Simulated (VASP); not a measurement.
Set up this calculation in VASP 6.6.1, as the native input.

```
Task                   : relaxation of cell and atoms
Functional             : PBE
Dispersion             : D3(BJ)
Potentials or basis    : VASP PAW PBE potentials, release 64 (Ba_sv, As, Mg, F)
Cutoff                 : 600 eV
k mesh                 : 6 × 6 × 4
Occupations            : gaussian, width 0.03 eV
Spin                   : no spin polarisation
Further INCAR settings : ALGO = Normal; EDIFF = 1e-07; IBRION = 2; EDIFFG = -0.005; NSW = 90; ISIF = 3
```

The structure of BaMgAsF lies in POSCAR:

```
BaMgAsF                                 
1.0
    4.3780098543      0.0000000000     -0.0000000000
    0.0000000000      4.3780098543      0.0000000000
    0.0000000000      0.0000000000      9.5761837228
  Ba              As              Mg              F             
     2     2     2     2
Direct
     0.5000000000000000    0.0000000000000000    0.1579367998217086
     0.0000000000000000    0.5000000000000000    0.8420632001782914
     0.5000000000000000    0.0000000000000000    0.6616294490605901
     0.0000000000000000    0.5000000000000000    0.3383705509394100
     0.5000000000000000    0.5000000000000000    0.5000000000000000
     0.0000000000000000    0.0000000000000000    0.5000000000000000
     0.5000000000000000    0.5000000000000000    0.0000000000000000
     0.0000000000000000    0.0000000000000000    0.0000000000000000
```

The cell comes from a database or a generator and needn't be the stable form of this composition.

One way to write it, as run:

INCAR

```
PREC = Accurate
ENCUT = 600
EDIFF = 1E-7
ISMEAR = 0
SIGMA = 0.03
LREAL = F
LASPH = T
NELM = 80
ALGO = Normal
ISIF = 3
LWAVE = F
LCHARG = F
GGA = PE
IVDW = 12
IBRION = 2
NSW = 90
EDIFFG = -0.005
KPAR = 2
```

KPOINTS

```
Automatic mesh
0
Gamma
  6 6 4
```

Potentials or basis: VASP PAW PBE potentials, release 64 (Ba_sv, As, Mg, F).

Launch:

```sh
$ cat potpaw_PBE.64/Ba_sv/POTCAR potpaw_PBE.64/As/POTCAR potpaw_PBE.64/Mg/POTCAR potpaw_PBE.64/F/POTCAR > POTCAR
$ mpirun -np 2 vasp_std > vasp.out
```

It gave:

```yaml
Pressure_after_relaxing: 0.0 GPa
Largest_force_after_relaxing: 0.005 eV/Å
Band_gap_on_the_k_mesh: 1.56 eV, direct
Dispersion_energy_per_atom: -0.265 eV
```

Caveat: the relaxation stopped at its first step, so nothing moved; spin-orbit coupling is left out, which moves the levels of the heavy elements.

Run time: 83 s on 2 MPI ranks on Intel(R) Xeon(R) 6975P-C (Granite Rapids), with other jobs on the host, peak memory 0.45 GiB a rank.
